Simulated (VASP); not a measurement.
Level of theory: LDA (Ceperley-Alder, Perdew-Zunger) with spin-orbit coupling, VASP's LDA PAW potentials (set 64) (plane waves; VASP).

VASP input:

### INCAR
```
SYSTEM = ZnS
PREC = Accurate
ENCUT = 400
EDIFF = 1E-6
NELM = 100
ALGO = Normal
LREAL = .FALSE.
LASPH = .TRUE.
ISMEAR = 0
SIGMA = 0.05
LMAXMIX = 4
LWAVE = .FALSE.
LCHARG = .FALSE.
LSORBIT = .TRUE.
MAGMOM = 0 0 0 0 0 0
GGA_COMPAT = .FALSE.
```

**KPOINTS_OPT**
```
k-points along high-symmetry lines
8
Line-mode
Reciprocal
  0.000000   0.000000   0.000000 ! GAMMA
 -0.500000  -0.500000   0.000000 ! X

 -0.500000  -0.500000   0.000000 ! X
 -0.375000  -0.375000   0.250000 ! U

 -0.375000   0.000000   0.375000 ! K
  0.000000   0.000000   0.000000 ! GAMMA

  0.000000   0.000000   0.000000 ! GAMMA
  0.000000   0.000000   0.500000 ! L

  0.000000   0.000000   0.500000 ! L
 -0.500000  -0.250000   0.250000 ! W

 -0.500000  -0.250000   0.250000 ! W
 -0.500000  -0.500000   0.000000 ! X
```

POSCAR:
```
ZnS
1.0
  0.0000000000   2.6492611863   2.6492611863
  2.6492611863   0.0000000000   2.6492611863
  2.6492611863   2.6492611863   0.0000000000
Zn S
1 1
Cartesian
  0.0000000000   0.0000000000   0.0000000000
  1.3246305931   1.3246305931   1.3246305931
```

### KPOINTS
```
K-points
0
Gamma
8 8 8
```

POTCAR, in this order: Zn S (LDA.64 set). Program: vasp_ncl.

Task: What does the run give for the energy per atom (σ→0), band gap (over mesh and band path)?

Result: 
* **energy per atom (σ→0)**: -4.106 eV/atom
* **band gap (over mesh and band path)**: 2.13 eV

**OSZICAR**
```
...
DAV:   8    -0.821293362302E+01    0.66672E-02   -0.13130E-02  2786   0.130E+00    0.104E+00
DAV:   9    -0.821196254100E+01    0.97108E-03   -0.31862E-03  2994   0.104E+00    0.251E-01
DAV:  10    -0.821198026718E+01   -0.17726E-04   -0.18378E-04  2504   0.147E-01    0.109E-01
DAV:  11    -0.821198890334E+01   -0.86362E-05   -0.13238E-05  3026   0.526E-02    0.361E-02
DAV:  12    -0.821198798443E+01    0.91891E-06   -0.49268E-06  3006   0.566E-02
   1 F= -.82119880E+01 E0= -.82119880E+01  d E =-.119486E-14  mag=    -0.0000     0.0000     0.0000
       N       E                     dE             ncg
       N       E                     dE             ncg
```

The compound is ZnS in the zinc blende structure. It was relaxed first, which changed the volume by -6 %.
